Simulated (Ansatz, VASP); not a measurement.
# Cu2As (Cu2As (P4/nmm)) in two plane-wave programs

One calculation is typed for both programs; each brings its own data sets. How far apart do they land? The two relaxations start from unlike cells of this crystal (the structure described is Ansatz's start), so only their ends are compared.

Calculated with Ansatz 0.2.0; plane waves, with VASP 6.6.1 beside it; relaxation of cell and atoms at PBEsol.

## (1) Starting point

It takes space group P4/nmm (No. 129, tetragonal). Conventional cell: a = 3.774 Å, b = 3.774 Å, c = 5.879 Å, α = 90.00°, β = 90.00°, γ = 90.00°. Cu has 4 As at 2.53 Å and 8 Cu at 2.58 to 2.67 Å nearest. Nearest to Cu lie 5 As at 2.43 to 2.67 Å and 4 Cu at 2.58 Å. As has 9 Cu at 2.43 to 2.67 Å nearest. Farther neighbours are not listed.

Coordinates:

```cif
data_structure
_symmetry_space_group_name_H-M 'P4/nmm:1'
_symmetry_Int_Tables_number 129
_cell_length_a 3.7736
_cell_length_b 3.7736
_cell_length_c 5.8794
_cell_angle_alpha 90.000
_cell_angle_beta 90.000
_cell_angle_gamma 90.000
_cell_volume 83.72
loop_
_atom_site_label
_atom_site_type_symbol
_atom_site_symmetry_multiplicity
_atom_site_Wyckoff_symbol
_atom_site_fract_x
_atom_site_fract_y
_atom_site_fract_z
_atom_site_occupancy
Cu1 Cu 2 a 0.00000 0.00000 0.00000 1
Cu2 Cu 2 c 0.00000 0.50000 0.29996 1
As1 As 2 c 0.00000 0.50000 0.71301 1
```

## (2) Ansatz: relaxation of cell and atoms, PBEsol

Ansatz runs on its default PAW (the set named soft_2) files.

The relaxed volume is the usual yardstick between codes: in a stiff, nearly cubic crystal its relative difference is about their pressure difference at one cell divided by the bulk modulus.

The input, input.yaml:

```yaml
crystal:
  lattice:
    - [3.7735667, 0.0, 0.0]
    - [0.0, 3.7735667, 0.0]
    - [0.0, 0.0, 5.8793784]
  atoms:
    - { symbol: Cu, position: [0.5, 0.5, 0.0] }
    - { symbol: Cu, position: [0.0, 0.0, 0.0] }
    - { symbol: Cu, position: [0.5, 0.0, 0.29995633] }
    - { symbol: Cu, position: [0.0, 0.5, 0.70004367] }
    - { symbol: As, position: [0.5, 0.0, 0.71301044] }
    - { symbol: As, position: [0.0, 0.5, 0.28698956] }
basis:
  ecutwfc: 420
  xc_grid: 2
hamiltonian:
  xc: pbesol
kpoints:
  mp_grid: { grid: [10, 10, 7] }
scf:
  occupations: { method: fermi_dirac, width: 0.05 }
  max_iter: 150
output:
  forces: true
  stress: true
relax:
  f_tol: 0.01
  max_steps: 60
  cell: {}
checkpoint:
  write: "../pbesol.run"
  compress: false
  write_wavefunctions: false
  write_every: 100000
```

Command:

```
$ ansatz run input.yaml --threads 1 --pin off --max-ram 2355MiB --backend cpu --events-out ev --progress --plain --runs-dir out
```

Numbers of over 12 decimals in the logs are rounded to 6 here.

The program printed:

```text
Engine: ansatz 0.2.0, aarch64-unknown-linux-gnu
Pseudopotentials: kind: paw
Pseudopotential: Cu, paw, valence charge 19, recommended cutoff 420 eV (normal), Cu.paw.azcp
Pseudopotential: As, paw, valence charge 15, recommended cutoff 420 eV (normal), As.paw.azcp
Functional definition: PBEsol
  exchange = pbesol_x
  correlation = pbesol_c
Crystal: 6 atoms, lattice volume = 83.721 Å³
Basis set: ecut = 420 eV, 1619 PW (Γ), exchange–correlation on 54×54×80 points (8 copies of the dense FFT grid, shifted against one another)
Bands: 64, of which v1, the nominal top of the filled ones, is band 53 counted from 1 (52 counted from 0)
Symmetry: 16 space group operations
Space group: P4/nmm (ITA 129), of the structure as read, at distance tolerance 4.4e-5 Å
k-points: 84 of 700
Non-local potential: Cu, projectors of the file, l = 0: 3, l = 1: 2, l = 2: 3, l = 3: 1
Non-local potential: As, projectors of the file, l = 0: 2, l = 1: 2, l = 2: 3, l = 3: 1
PAW form: soft (Blöchl's): semilocal exchange-correlation on the pseudo side does not see the compensation charge
PAW frozen core: Cu, regenerated for the run's functional, and the local potential with it (the file was generated under x = pbe(κ = 0.804, μ = 0.219515), c = pbe(β = 0.066725))
PAW frozen core: As, regenerated for the run's functional, and the local potential with it (the file was generated under x = pbe(κ = 0.804, μ = 0.219515), c = pbe(β = 0.066725))
PAW one-centre angular grid: Cu, 590 points (default); XC on 64 Gauss nodes
PAW one-centre angular grid: As, 590 points (default); XC on 64 Gauss nodes
Initial density: superposition of atomic densities (neutral atoms: chi_scale 0, normalization atom), corrected by the library's trained network
Initial wavefunctions: pseudopotential atomic-orbital guess
Functional: x = pbesol(κ = 0.804, μ = 0.123457), c = pbesol(β = 0.046)
SCF iter   1: F=—  HF=-35981.123283 eV  |F-HF|=—  |Δ(HF+E_count)|=         —  Δρ=1.34e-2  dr2=7.91e-2  ethr=1.77e-3  ⟨swp⟩=5.3  Hψ=17040  notcnv=0  defer=139
preconditioner: auto → LDOS  [metal: Δε(μ)=0.022 eV  Ē_g=9.458 eV  σ=0.050 eV  W_gap=0.11  n_scr=36 (ndim 8)  ℏωp=29.8 eV  f_vac=0.011  D(μ)=1.69/eV (n_scr^D=6)  β→1.0]
SCF iter   2: F=—  HF=-35981.216579 eV  |F-HF|=—  |Δ(HF+E_count)|=   9.33e-2  Δρ=2.90e-2  dr2=3.82e-1  ethr=7.46e-5  ⟨swp⟩=2.8  Hψ=11510  notcnv=0  defer=269
SCF iter   3: F=—  HF=-35981.104709 eV  |F-HF|=—  |Δ(HF+E_count)|=   1.12e-1  Δρ=3.05e-3  dr2=4.52e-3  ethr=7.46e-5  ⟨swp⟩=2.3  Hψ=10245  notcnv=0  defer=269
SCF iter   4: F=—  HF=-35981.103813 eV  |F-HF|=—  |Δ(HF+E_count)|=   8.96e-4  Δρ=1.39e-3  dr2=9.58e-4  ethr=4.26e-6  ⟨swp⟩=2.0  Hψ=8163  notcnv=0  defer=269
SCF iter   5: F=—  HF=-35981.103611 eV  |F-HF|=—  |Δ(HF+E_count)|=   2.02e-4  Δρ=1.71e-4  dr2=1.47e-5  ethr=9.03e-7  ⟨swp⟩=2.0  Hψ=6846  notcnv=0  defer=269
SCF iter   6: F=—  HF=-35981.103576 eV  |F-HF|=—  |Δ(HF+E_count)|=   3.44e-5  Δρ=4.80e-5  dr2=1.68e-6  ethr=1.39e-8  ⟨swp⟩=2.0  Hψ=7707  notcnv=0  defer=269
SCF iter   7: F=—  HF=-35981.103576 eV  |F-HF|=—  |Δ(HF+E_count)|=   2.95e-7  Δρ=1.52e-5  dr2=1.32e-7  ethr=1.58e-9  ⟨swp⟩=2.0  Hψ=7163  notcnv=0  defer=269
SCF iter   8: F=-35981.103576 eV  HF=-35981.103576 eV  |F-HF|=2.18e-10  |Δ(HF+E_count)|=   1.59e-8  Δρ=1.14e-6  dr2=5.84e-10  ethr=9.43e-11  ⟨swp⟩=4.0  Hψ=17107  notcnv=0
SCF 1 converged in 8 iterations: F = -35981.103576 eV  dr2 = 5.84e-10
  greatest PAW one-centre occupation: 1.000 electrons in one spin orbital (limit 2), on the Cu atom at site 3 (counted from 0), in its partial waves of l = 0
relax step   1: F+E_penalty+E_count = -35981.10357618 eV  Δ(F+E_penalty+E_count) = +0.000e0 eV  max|allowed force component| = 1.019e-1 eV/Å  Δτ_max = 0.0000 Å  P = -2.275 GPa  Ω = 83.721 Å³  (8 SCF iters, dr2 threshold 1.00e-7 eV, accepted)
[...]
relax step   3: F+E_penalty+E_count = -35981.11831213 eV  Δ(F+E_penalty+E_count) = -2.020e-3 eV  max|allowed force component| = 2.012e-2 eV/Å  Δτ_max = 0.0080 Å  P = +0.055 GPa  Ω = 82.065 Å³  energy of the carried Pulay correction = +8.202e-4 eV  (6 SCF iters, dr2 threshold 6.00e-7 eV, accepted)
[...]
relax step   4: F+E_penalty+E_count = -35981.11837314 eV  Δ(F+E_penalty+E_count) = -6.101e-5 eV  max|allowed force component| = 7.096e-3 eV/Å  Δτ_max = 0.0032 Å  P = -0.024 GPa  Ω = 82.111 Å³  energy of the carried Pulay correction = +7.974e-4 eV  (7 SCF iters, dr2 threshold 2.53e-8 eV, accepted)
[...]
relax step   5: F+E_penalty+E_count = -35981.11839440 eV  Δ(F+E_penalty+E_count) = -2.126e-5 eV  max|allowed force component| = 3.669e-3 eV/Å  Δτ_max = 0.0014 Å  P = +0.012 GPa  Ω = 82.104 Å³  energy of the carried Pulay correction = +8.009e-4 eV  (6 SCF iters, dr2 threshold 1.00e-8 eV, accepted)
[...]
relax step   6: F+E_penalty+E_count = -35981.11755052 eV  Δ(F+E_penalty+E_count) = +8.439e-4 eV  max|allowed force component| = 3.771e-3 eV/Å  Δτ_max = 0.0000 Å  P = +0.021 GPa  Ω = 82.104 Å³  stress off target by 2.20e-2 GPa  SCF on the basis re-selected at this cell (its energy is not comparable with the rows above)  (6 SCF iters)
basis re-selected at this cell: Δ(F+E_penalty+E_count) = +8.439e-4 eV, ΔP = +0.009 GPa vs the last step (what re-selecting the basis moved, of the pressure what is left beyond the Pulay correction that the steps carried, after the strain that the cell walked since its last selection, with what the two solves' SCF thresholds leave and, on support functions, any second-order correction that the steps lacked; it is no m [...]
SCF converged after 6 iterations
Free energy (F): -35981.117551 eV
Harris-Foulkes:  -35981.117551 eV  (|F-HF|=2.91e-11)
Internal energy: -35981.103680 eV  (E = F + TS)
E sigma→0 (E₀):  -35981.110615 eV
Entropy (-TS):   -0.013871 eV (-2.312 meV/atom)
Fermi energy:    15.609607 eV
--- Per-component energies (eV) ---
  E_band       = -1870.915358
  E_kinetic    = 1409.685626
  E_local      = -20820.050172  (includes V_loc(G=0)·N_el)
  E_nonlocal   = 243.302322
  E_hartree    = 9636.385232
  E_xc         = -514.372272
  E_vxc        = -621.335800  (∫ρ·V_xc dr)
  E_paw        = -10102.224020  (= ΣΔE_a)
  E_vpaw       = -1355.289003  (= ΣTr[D̂ρ^β])
  E_aug_tail   = 0.001020  (compensation charges beyond the density's cutoff)
  E_ewald      = -15836.589080
  E_core_change = 2.757666  (= ΣΔE_core)
  E_smearing   = -0.013871  (= −TS)
  E_closure    = -0.000000  (closes the sum)
  Σ components = -35981.117551   (vs F -35981.117551, Δ=0.00e0)
--- Forces (eV/Å), atoms counted from 1 ---
  atom   1  Cu     0.00000000     0.00000000     0.00000000
  atom   2  Cu     0.00000000     0.00000000     0.00000000
  atom   3  Cu     0.00000000     0.00000000     0.00264301
  atom   4  Cu     0.00000000     0.00000000    -0.00264301
  atom   5  As     0.00000000     0.00000000    -0.00377147
  atom   6  As     0.00000000     0.00000000     0.00377147
  max |Σ_I F_I| component: 6.51e-18 eV/Å
--- Stress (GPa, compression-positive) ---
        0.020352       0.000000       0.000000
        0.000000       0.020352       0.000000
        0.000000       0.000000       0.021985
  P = ⅓ Tr σ = 0.0209 GPa (0.209 kbar)
--- Relaxed structure (5 steps of the walk, 5 accepted, 1 SCFs on fresh bases) ---
  F+E_penalty+E_count = -35981.11755052 eV   max|allowed force component| = 3.771e-3 eV/Å   (the final SCF, on the basis selected at the relaxed cell)
  cell:  # Å, volume = 82.1035 Å³
    - [3.748788, 0, 0.0]
    - [0, 3.748788, 0.0]
    - [0.0, 0.0, 5.842251]
  atoms:
    - { symbol: Cu, position: [0.5, 0.5, 0] }
    - { symbol: Cu, position: [0, 0, 0] }
    - { symbol: Cu, position: [0.5, 0, 0.297774] }
    - { symbol: Cu, position: [0, 0.5, 0.702226] }
    - { symbol: As, position: [0.5, 0, 0.709757] }
    - { symbol: As, position: [0, 0.5, 0.290243] }
```

Reading the cycles: dr2 is the Hartree energy of the density residual (eV), the measure of convergence; HF is the Harris–Foulkes estimate of the energy, which meets the free energy F at convergence.

(Continued in part 2 of 2.)

[Lines on the potential files, build, host, timing and source positions are cut from VASP's logs without a mark.]

[Logs are printed without paths, hosts, clocks, repeated set-up lines and the standing remarks that a program may print on its own settings, such as how far it seeks lower states.]

[Hosts, paths, dates, database ids (printed as entryN), source tags and the programs' standing remarks are cut or masked in the printed files.]
